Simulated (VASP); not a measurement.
## Equation of state of Ti2Tl under PBE

```yaml
crystal:
  lattice:
    - [0.00000, 3.25880, 3.25880]
    - [3.25880, 0.00000, 3.25880]
    - [3.25880, 3.25880, 0.00000]
  atoms:
    - { symbol: Tl, position: [0.00000, 0.00000, 0.00000] }
    - { symbol: Ti, position: [0.25000, 0.25000, 0.25000] }
    - { symbol: Ti, position: [0.75000, 0.75000, 0.75000] }
```

The cell comes from a database or a generator and needn't be the stable form of this composition.

The cell was scaled at fixed shape and fractions and run with VASP, PBE PAW files Ti_sv, Tl_d, 520 eV; PBE, k mesh 7 × 7 × 7 on the cell of 3 atoms, fermi-dirac occupations of 0.05 eV, no spin polarisation, no spin-orbit coupling. Energies are those that the program minimises, any entropy of the smearing included. For a metal such a mesh isn't converged to the digits shown.

```csv
V (Å³/atom),energy over the lowest row (meV/atom)
21.6875,11.05
22.1489,2.74
22.6104,0.00
23.0718,2.27
23.5333,8.98
23.9947,?
24.4561,33.89
```

Question: Fit the third-order Birch-Murnaghan form, give V0, B0 and B′, and predict the energy left open.

Answer: With y = (V0/V)^(2/3), E = E0 + (9 V0 B0/16) [(y - 1)³ B′ + (y - 1)² (6 - 4y)]. Least squares through the rows shown give V0 = 22.6232 Å³/atom, E0 = 0.01 meV, B0 = 84.54 GPa (1 eV/Å³ = 160.218 GPa) and B′ = 4.59, with a largest miss of 0.01 meV. At V = 23.9947 the form with these constants gives 19.67 meV; the run gave 19.66 meV an atom.
